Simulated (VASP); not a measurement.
Output of a VASP run:

File OSZICAR:
```
       N       E                     dE             d eps       ncg     rms          rms(c)
DAV:   1     0.358653640785E+02    0.35865E+02   -0.56375E+03  2674   0.205E+03
DAV:   2    -0.422230483654E+01   -0.40088E+02   -0.38172E+02  2635   0.198E+02
DAV:   3    -0.462448034665E+01   -0.40218E+00   -0.40129E+00  3119   0.285E+01
DAV:   4    -0.462724916934E+01   -0.27688E-02   -0.27686E-02  3256   0.213E+00
DAV:   5    -0.462728154523E+01   -0.32376E-04   -0.32375E-04  3132   0.183E-01    0.772E+00
DAV:   6    -0.406215472739E+01    0.56513E+00   -0.16272E+01  2739   0.953E+01    0.368E+00
DAV:   7    -0.372464979912E+01    0.33750E+00   -0.24628E+00  2784   0.367E+01    0.616E-01
DAV:   8    -0.371236466056E+01    0.12285E-01   -0.47564E-03  2898   0.110E+00    0.287E-01
DAV:   9    -0.371090945551E+01    0.14552E-02   -0.10043E-02  2893   0.218E+00    0.313E-02
DAV:  10    -0.371091075756E+01   -0.13020E-05   -0.42129E-05  3966   0.131E-01    0.893E-03
DAV:  11    -0.371090914227E+01    0.16153E-05   -0.16637E-06  1856   0.293E-02    0.273E-04
DAV:  12    -0.371090921582E+01   -0.73552E-07   -0.59344E-08  1429   0.333E-03
   1 F= -.42367191E+01 E0= -.42367199E+01  d E =-.423672E+01
```

### OUTCAR
```
------------------------ aborting loop because EDIFF is reached ----------------------------------------
 Edisp (eV)   -0.52581
  FORCE on cell =-STRESS in cart. coord.  units (eV):
  Direction    XX          YY          ZZ          XY          YZ          ZX
  --------------------------------------------------------------------------------------
  Total      -0.00205    -0.00205    -0.00205     0.00000     0.00000    -0.00000
  in kB      -0.28983    -0.28983    -0.28983     0.00000     0.00000    -0.00000
  external pressure =       -0.29 kB  Pullay stress =        0.00 kB
  volume of cell :       11.36
      direct lattice vectors                 reciprocal lattice vectors
     0.000000000  1.784161535  1.784161535    -0.280243683  0.280243683  0.280243683
     1.784161535  0.000000000  1.784161535     0.280243683 -0.280243683  0.280243683
     1.784161535  1.784161535  0.000000000     0.280243683  0.280243683 -0.280243683
 POSITION                                       TOTAL-FORCE (eV/Angst)
 -----------------------------------------------------------------------------------
      0.00000      0.00000      0.00000        -0.000000     -0.000000     -0.000000
 -----------------------------------------------------------------------------------
    total drift:                               -0.000000     -0.000000     -0.000000
  FREE ENERGIE OF THE ION-ELECTRON SYSTEM (eV)
  ---------------------------------------------------
  free  energy   TOTEN  =        -4.2367190719 eV

  energy  without entropy=       -4.2367216701  energy(sigma->0) =       -4.23671994

 reached required accuracy - stopping structural energy minimisation
```
(Selected blocks of OUTCAR.)

POSCAR:
```
Cu
1
    0.0000000000     1.7841615351     1.7841615351
    1.7841615351     0.0000000000     1.7841615351
    1.7841615351     1.7841615351     0.0000000000
Cu
1
Direct
  0.0000000000   0.0000000000   0.0000000000
```

**Question.** Write an INCAR and KPOINTS that could have produced this output.

**Answer.** One answer among several that fit: the input of the run itself, PBE GGA with D3 dispersion (zero damping), plane waves, VASP's PBE PAW potentials (set 64).

INCAR:
```
SYSTEM = Cu
PREC = Accurate
ENCUT = 520
EDIFF = 1E-6
NELM = 100
ALGO = Normal
LREAL = .FALSE.
LASPH = .TRUE.
ISMEAR = 1
SIGMA = 0.1
GGA = PE
IVDW = 11
LMAXMIX = 4
LWAVE = .FALSE.
LCHARG = .FALSE.
IBRION = 2
ISIF = 3
NSW = 60
EDIFFG = -0.01
```

### KPOINTS
```
K-points
0
gamma
 16 16 16
0 0 0
```

POTCAR, in this order: Cu (PBE.64 set). Program: vasp_std.

The compound is Cu in the fcc structure. It was relaxed first. The start is the result of an earlier pass.
